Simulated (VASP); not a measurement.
# LiBe16 (a cell with a defect) in VASP: a series of runs, part 2 of 2

VASP 6.6.1. The steps go on from the part before.

**3. Relaxation of the atoms, PBE+D3(BJ)**

INCAR reads:

```
  PREC = Accurate
  ENCUT = 520
  EDIFF = 1E-6
  ISMEAR = 0
  SIGMA = 0.1
  LREAL = Auto
  LASPH = True
  NELM = 100
  ALGO = Normal
  ISIF = 2
  LWAVE = False
  LCHARG = False
  GGA = PE
  IVDW = 12
  IBRION = 2
  NSW = 80
  EDIFFG = -0.03
```

KPOINTS reads:

```
regular mesh
0
Gamma
  4 4 3
```

POSCAR reads:

```
LiBe16
1.0
   -2.2900000000     -3.9663960000      0.0000000000
    3.4350000000     -1.9831980000      0.0000000000
    0.0000000000      0.0000000000      7.1768600000
Be Li
16 1
Direct
    0.7500000000      0.5000000000      0.0000000000
    0.5000000000      0.3333333000      0.2500000000
    0.7500000000      0.5000000000      0.5000000000
    0.5000000000      0.3333333000      0.7500000000
    0.5000000000      0.0000000000      0.0000000000
    0.2500000000      0.8333333000      0.2500000000
    0.5000000000      0.0000000000      0.5000000000
    0.2500000000      0.8333333000      0.7500000000
    0.2500000000      0.5000000000      0.0000000000
    0.0000000000      0.3333333000      0.2500000000
    0.2500000000      0.5000000000      0.5000000000
    0.0000000000      0.3333333000      0.7500000000
    0.0000000000      0.0000000000      0.0000000000
    0.7500000000      0.8333333000      0.2500000000
    0.0000000000      0.0000000000      0.5000000000
    0.7500000000      0.8333333000      0.7500000000
    0.4946637000      0.6673835000      0.6205489000
```

Potentials or basis: VASP PAW PBE potentials, release 64 (Be, Li_sv).

The run is started by

```console
$ cat potpaw_PBE.64/Be/POTCAR potpaw_PBE.64/Li_sv/POTCAR > POTCAR
$ mpirun -np 1 vasp_std > vasp.out
```

OUTCAR:

```text
PREC = Accurate
   ENCUT = 520
   EDIFF = 1E-6
   ISMEAR = 0
   LREAL = Auto
   LASPH = True
   NELM = 100
   ISIF = 2
   GGA = PE
   IVDW = 12
   IBRION = 2
   NSW = 80
   EDIFFG = -0.03
 IVDW          = 12

 ion  position               nearest neighbor table
   1  0.750  0.500  0.000-  14 2.23  16 2.23   2 2.23   4 2.23  10 2.23  12 2.23   9 2.29  13 2.29
                             5 2.29   9 2.29  13 2.29   5 2.29
   2  0.500  0.333  0.250-   5 2.23   7 2.23   1 2.23   3 2.23   9 2.23  11 2.23  10 2.29  14 2.29
                             6 2.29  10 2.29  14 2.29   6 2.29
   3  0.750  0.500  0.500-  17 1.60  16 2.23  14 2.23   4 2.23   2 2.23  12 2.23  10 2.23  11 2.29
                            15 2.29   7 2.29  11 2.29  15 2.29   7 2.29
   4  0.500  0.333  0.750-  17 1.62   7 2.23   5 2.23   3 2.23   1 2.23  11 2.23   9 2.23  16 2.29
                            12 2.29   8 2.29  12 2.29  16 2.29   8 2.29
   5  0.500  0.000  0.000-   2 2.23   4 2.23   6 2.23   8 2.23  14 2.23  16 2.23   1 2.29  13 2.29
                             9 2.29  13 2.29   9 2.29   1 2.29
   6  0.250  0.833  0.250-   9 2.23  11 2.23   5 2.23   7 2.23  13 2.23  15 2.23  14 2.29   2 2.29
                            10 2.29  14 2.29  10 2.29   2 2.29
[... 520 lines left out ...]
  ---------------------------------------------------
  ext. energy  EPLUGINS =         0.00000000
  ---------------------------------------------------
  free energy    TOTEN  =       -57.51204261 eV

  energy without entropy =      -57.49266748  energy(sigma->0) =      -57.50235504

 E-fermi :   7.2717     XC(G=0): -10.6557

 val. band max:        7.2622763426   @ k =   0.0000   0.5000   0.3333
 cond. band min:       7.2930398819   @ k =  -0.2500   0.2500   0.0000
 fundamental gap:      0.0307635393
 Fermi energy:         7.2717319410

 k-point     1 :       0.0000    0.0000    0.0000
  band No.  band energies     occupation
      1     -38.8775      2.00000
      2      -4.0520      2.00000
      3      -2.1114      2.00000
      4      -1.8830      2.00000
      5       0.9781      2.00000
      6       1.1299      2.00000
[... 685 lines left out ...]
     25      11.7894      0.00000
     26      12.3203      0.00000

 [... further k-points ...]

------------------------ aborting loop because EDIFF is reached ----------------------------------------

 Edisp (eV)   -6.29438

 E8    (eV) :    -2.2105
[... 40 lines left out ...]
  FREE ENERGIE OF THE ION-ELECTRON SYSTEM (eV)
  ---------------------------------------------------
  free  energy   TOTEN  =       -63.8064222323 eV

  energy  without entropy=      -63.7870471045  energy(sigma->0) =      -63.79673467

 reached required accuracy - stopping structural energy minimisation
```

OSZICAR:

```text
N       E                     dE             d eps       ncg     rms          rms(c)
DAV:   1     0.870020379503E+02    0.87002E+02   -0.14206E+04  1352   0.120E+03
DAV:   2    -0.418155838449E+02   -0.12882E+03   -0.12223E+03  1730   0.231E+02
DAV:   3    -0.543752518179E+02   -0.12560E+02   -0.12204E+02  2504   0.516E+01
[... 577 lines left out ...]
       N       E                     dE             d eps       ncg     rms          rms(c)
DAV:   1    -0.575120656723E+02   -0.39468E-03   -0.20294E-02  1354   0.856E-01    0.281E-02
DAV:   2    -0.575120510357E+02    0.14637E-04   -0.43144E-04  1772   0.124E-01    0.137E-02
DAV:   3    -0.575120428457E+02    0.81900E-05   -0.36689E-05  1618   0.322E-02    0.416E-03
DAV:   4    -0.575120426068E+02    0.23895E-06   -0.33682E-06  1582   0.103E-02
  77 F= -.63806422E+02 E0= -.63796735E+02  d E =-.358727E-03
```

CONTCAR:

```text
LiBe16
   1.00000000000000
    -2.2900000000000000   -3.9663960000000000    0.0000000000000000
     3.4350000000000001   -1.9831980000000000    0.0000000000000000
     0.0000000000000000    0.0000000000000000    7.1768599999999996
  Be              Li
    16     1
Direct
     0.7625729979001441    0.5283535698299257    0.0071007526170866
     0.5118660111301009    0.3488990376623352    0.2521684281291515
     0.7818329007496034    0.4389637546915824    0.5057101546177512
     0.5129949243753164    0.3497134887164528    0.7625314270320326
     0.5104539837419689    0.0349327042094225    0.0073664883945860
     0.2547373109857848    0.9044847885046862    0.2532025952148878
[... 9 lines left out ...]
     0.7409151735997705    0.8452207014352436    0.7629632721064702
     0.3767592482102052    0.6292774084677364    0.5075296903665203

  0.00000000E+00  0.00000000E+00  0.00000000E+00
  0.00000000E+00  0.00000000E+00  0.00000000E+00
  0.00000000E+00  0.00000000E+00  0.00000000E+00
  0.00000000E+00  0.00000000E+00  0.00000000E+00
  0.00000000E+00  0.00000000E+00  0.00000000E+00
  0.00000000E+00  0.00000000E+00  0.00000000E+00
[... 9 lines left out ...]
  0.00000000E+00  0.00000000E+00  0.00000000E+00
  0.00000000E+00  0.00000000E+00  0.00000000E+00
```

Run time: 43 min. Hardware: 1 thread of Intel Xeon 6975P-C (Granite Rapids), shared host; peak memory 0.33 GiB.

What came out:

* Free energy: -63.8064 eV
* Energy gained by relaxing: 270.1 meV/atom
* Ionic steps: 77
* Largest force after relaxing: 0.022 eV/Å
* Band gap on the k mesh: none (metal or under the smearing width)
* Dispersion energy per atom: -0.370 eV

Forces on the atoms (eV/Å):
```
Be  -0.003  0.003 -0.004
Be   0.011  0.003 -0.009
Be   0.011  0.009  0.005
Be   0.000  0.008  0.000
Be   0.006 -0.005  0.011
Be  -0.010 -0.005 -0.009
Be  -0.003 -0.013 -0.010
Be  -0.012  0.004  0.005
Be   0.003 -0.006  0.003
Be  -0.009 -0.004  0.008
Be  -0.003 -0.019  0.011
Be  -0.011  0.014  0.001
Be   0.001 -0.002  0.004
Be   0.007  0.005 -0.001
Be   0.014 -0.005 -0.017
Be  -0.007  0.004  0.008
Li   0.005  0.011 -0.007
```

The path:
```csv
step,energy change (eV),largest force (eV/Å),pressure (GPa)
1,0.0000,5.0386,5.90
3,-3.3017,1.4423,4.30
5,-3.5657,0.5036,3.85
7,-3.7304,0.3566,4.09
9,-3.8019,0.2555,4.49
11,-3.8236,0.1480,4.45
13,-3.8312,0.0766,4.48
15,-3.8342,0.0574,4.53
17,-3.8366,0.0541,4.59
19,-3.8384,0.0513,4.65
21,-3.8404,0.0506,4.72
23,-3.8423,0.0623,4.79
25,-3.8451,0.0879,4.89
27,-3.8531,0.4541,5.15
29,-3.8543,0.4773,5.18
31,-3.8585,0.5932,5.28
33,-3.8650,0.7546,5.49
35,-3.8888,0.5709,5.61
37,-3.9425,0.7315,5.28
39,-4.0037,0.7313,5.02
41,-4.0992,0.6196,4.79
43,-4.2777,0.5493,4.73
45,-4.3715,0.4588,4.64
47,-4.4238,0.2692,4.49
49,-4.4639,0.2512,4.28
51,-4.4922,0.2286,4.14
53,-4.5195,0.2013,4.05
55,-4.5325,0.1517,4.01
57,-4.5442,0.1004,3.92
59,-4.5508,0.0913,3.82
61,-4.5556,0.1246,3.77
63,-4.5610,0.1298,3.72
65,-4.5701,0.1119,3.69
67,-4.5815,0.1148,3.72
69,-4.5850,0.2045,3.69
71,-4.5885,0.0614,3.69
73,-4.5901,0.0751,3.69
75,-4.5907,0.0398,3.68
77,-4.5911,0.0223,3.66
```

Final structure:
```cif
data_structure
_symmetry_space_group_name_H-M 'P 1'
_symmetry_Int_Tables_number 1
_cell_length_a 4.5800
_cell_length_b 3.9664
_cell_length_c 7.1769
_cell_angle_alpha 90.000
_cell_angle_beta 90.000
_cell_angle_gamma 90.000
_cell_volume 130.38
loop_
_atom_site_label
_atom_site_type_symbol
_atom_site_fract_x
_atom_site_fract_y
_atom_site_fract_z
_atom_site_occupancy
Be1 Be 0.76257 0.52835 0.00710 1
Be2 Be 0.51187 0.34890 0.25217 1
Be3 Be 0.78183 0.43896 0.50571 1
Be4 Be 0.51299 0.34971 0.76253 1
Be5 Be 0.51045 0.03493 0.00737 1
Be6 Be 0.25474 0.90448 0.25320 1
Be7 Be 0.57268 0.04023 0.50827 1
Be8 Be 0.25514 0.90662 0.76091 1
Be9 Be 0.26667 0.54949 0.00663 1
Be10 Be 0.01724 0.40683 0.25226 1
Be11 Be 0.18694 0.22099 0.50533 1
Be12 Be 0.01769 0.40886 0.75948 1
Be13 Be 0.00780 0.04381 0.00692 1
Be14 Be 0.74197 0.84494 0.25307 1
Be15 Be 0.97640 0.83244 0.50912 1
Be16 Be 0.74092 0.84522 0.76296 1
Li1 Li 0.37676 0.62928 0.50753 1
```

Levels at points of the mesh, in eV from the Fermi level:
| k point | band 13 | band 14 | band 15 | band 16 | band 17 | band 18 | band 19 | band 20 | band 21 | band 22 |
| --- | --- | --- | --- | --- | --- | --- | --- | --- | --- | --- |
| (0.00, 0.00, 0.00) | -3.72 | -3.34 | -3.32 | -1.39 | 0.04 | 0.29 | 0.50 | 0.94 | 1.23 | 1.69 |
| (0.50, 0.00, 0.00) | -2.41 | -2.32 | -2.21 | -1.85 | -1.55 | -0.10 | 0.25 | 0.27 | 0.67 | 0.87 |
| (0.00, 0.50, 0.00) | -3.68 | -3.52 | -3.10 | -2.62 | -2.40 | -0.50 | 0.64 | 1.18 | 1.24 | 1.34 |
| (0.50, 0.50, 0.00) | -5.26 | -1.24 | -1.13 | -0.62 | -0.06 | 0.15 | 0.49 | 0.53 | 1.29 | 2.45 |

Caveat: the k mesh is coarse (spacing up to 0.40 Å⁻¹), so the values aren't converged; the cutoff is under 1.25 times the usual one of these potentials, so pressure, stress and relaxed cells hold a basis-set (Pulay) error.

**4. Single point, PBE+D3(BJ)**

INCAR reads:

```
PREC     = Accurate       # precision mode
ENCUT    = 520            # plane-wave cutoff, eV
EDIFF    = 1E-7           # SCF threshold, eV
ISMEAR   = 0              # smearing method
SIGMA    = 0.1            # smearing width, eV
LREAL    = Auto         
LASPH    = T              # aspherical terms in the spheres
NELM     = 100            # most SCF steps
ALGO     = Fast           # electronic algorithm
ISIF     = 2              # what is computed and relaxed
LWAVE    = F              # write WAVECAR
LCHARG   = F              # write CHGCAR
GGA      = PE             # functional
IVDW     = 12             # dispersion correction
NBANDS   = 32             # bands
```

KPOINTS reads:

```
Automatic mesh
0
Gamma
  4 4 3
```

POSCAR reads:

```
LiBe16
1.0
   -2.2900000000     -3.9663960000      0.0000000000
    3.4350000000     -1.9831980000      0.0000000000
    0.0000000000      0.0000000000      7.1768600000
Be Li
16 1
Direct
    0.8087160656      0.2244513486     -0.0073583604
    0.4879747783      0.3495920033      0.2478581883
    0.7338610543      0.5478213193      0.4927216480
    0.4882652949      0.3494029806      0.7380734179
    0.4247363329      0.0430312973     -0.0066886445
    0.2587318979      0.8425416375      0.2483871222
    0.4899342819      0.0343132943      0.4930395168
    0.2585109766      0.8427466661      0.7380490361
    0.2165582491      0.4440787627     -0.0072145808
   -0.0163947121      0.4032480746      0.2463895025
    0.2377364602      0.5258802891      0.4930225671
   -0.0164656061      0.4029108630      0.7390696008
    0.0235836344     -0.1597779352     -0.0064970272
    0.7447036845      0.9043825115      0.2471822049
   -0.0076976863      0.0404027005      0.4929477939
    0.7449715971      0.9040190966      0.7387096570
    0.6229351966      0.6339232801      0.9928569573
```

Potentials or basis: VASP PAW PBE potentials, release 64 (Be, Li_sv).

The run is started by

```console
$ cat potpaw_PBE.64/Be/POTCAR potpaw_PBE.64/Li_sv/POTCAR > POTCAR
$ mpirun -np 1 vasp_std > vasp.out
```

OUTCAR:

```text
PREC = Accurate
   ENCUT = 520
   EDIFF = 1E-7
   ISMEAR = 0
   LREAL = Auto
   LASPH = T
   NELM = 100
   ISIF = 2
   GGA = PE
   IVDW = 12
 IVDW          = 12

 ion  position               nearest neighbor table
   1  0.809  0.224  0.993-  13 1.81  17 1.83   5 1.90   9 2.06  12 2.11  10 2.11  16 2.24  14 2.24
                            17 2.49
   2  0.488  0.350  0.248-  14 2.12   7 2.16  11 2.21   5 2.21   6 2.22   3 2.23  17 2.24   9 2.24
[... 1038 lines left out ...]
  -------------------------------------------------------------------------------------
  Total      12.14316     0.68387    -3.98737    -0.51271     0.00007    -0.00058
  in kB     149.22664     8.40402   -49.00060    -6.30063     0.00089    -0.00718
  external pressure =       36.21 kB  Pullay stress =        0.00 kB

 VOLUME and BASIS-vectors are now :
 -----------------------------------------------------------------------------
  energy-cutoff  :      520.00
  volume of cell :      130.38
      direct lattice vectors                 reciprocal lattice vectors
    -2.290000000 -3.966396000  0.000000000    -0.109170306 -0.189088533  0.000000000
     3.435000000 -1.983198000  0.000000000     0.218340611 -0.126059022  0.000000000
     0.000000000  0.000000000  7.176860000     0.000000000  0.000000000  0.139336702

 POSITION                                       TOTAL-FORCE (eV/Angst)
 -----------------------------------------------------------------------------------
     -1.08097     -3.65282      7.12405        -0.009203      0.002529     -0.000067
      0.08339     -2.62881      1.77884        -0.003791     -0.000400      0.006907
      0.20122     -3.99722      3.53619         0.000085      0.006436      0.007237
      0.08207     -2.62959      5.29705         0.001536      0.000711     -0.005462
     -0.82483     -1.77001      7.12886         0.023993      0.009720     -0.003246
      2.30163     -2.69716      1.78264         0.007908     -0.000424     -0.000516
[... 9 lines left out ...]
      1.39932     -4.74770      5.30162        -0.003352     -0.003886      0.000556
      0.75100     -3.72800      7.12560        -0.024053      0.006269      0.007996
 -----------------------------------------------------------------------------------
    total drift:                                0.006235      0.002164      0.002560

  FREE ENERGIE OF THE ION-ELECTRON SYSTEM (eV)
  ---------------------------------------------------
  free  energy   TOTEN  =       -63.8070136876 eV

  energy  without entropy=      -63.7890423904  energy(sigma->0) =      -63.79802804
```

stdout:

```text
[... 20 lines left out ...]
 num prob  num prob  num prob  num prob  num prob  num prob  num prob  num prob  num prob  num prob  num prob  num prob  num prob  num prob  num prob  num prob  num prob  num prob  num prob  num prob  num prob  num prob  num prob  num prob  num prob  num prob  num prob  num prob  num prob RMM:  23    -0.575127257484E+02   -0.75759E-07   -0.11631E-06  2124   0.323E-03    0.664E-04
 num prob  num prob  num prob  num prob  num prob  num prob  num prob  num prob  num prob  num prob  num prob  num prob  num prob  num prob  num prob  num prob  num prob  num prob  num prob  num prob  num prob  num prob  num prob  num prob RMM:  24    -0.575127257983E+02   -0.49868E-07   -0.82562E-07  2113   0.299E-03
```

It took 2.4 min on 1 thread of Intel Xeon 6975P-C (Granite Rapids), shared host; peak memory 0.28 GiB.

Results:

```yaml
Free_energy: -63.8070 eV
Largest_force: 0.026 eV/Å
Band_gap_on_the_k_mesh: none (metal or under the smearing width)
Dispersion_energy_per_atom: -0.370 eV
```

Forces on the atoms (eV/Å):
```
Be  -0.009  0.003  0.000
Be  -0.004  0.000  0.007
Be   0.000  0.006  0.007
Be   0.002  0.001 -0.005
Be   0.024  0.010 -0.003
Be   0.008  0.000 -0.001
Be   0.004  0.004  0.000
Be   0.005  0.001  0.000
Be  -0.009 -0.005 -0.004
Be   0.006  0.002  0.005
Be   0.001 -0.003 -0.003
Be   0.007 -0.004 -0.004
Be  -0.003  0.001 -0.006
Be  -0.007 -0.008 -0.003
Be   0.002 -0.009  0.000
Be  -0.003 -0.004  0.001
Li  -0.024  0.006  0.008
```

Caveat: the k mesh is coarse (spacing up to 0.40 Å⁻¹), so the values aren't converged; the cutoff is under 1.25 times the usual one of these potentials, so pressure, stress and relaxed cells hold a basis-set (Pulay) error.
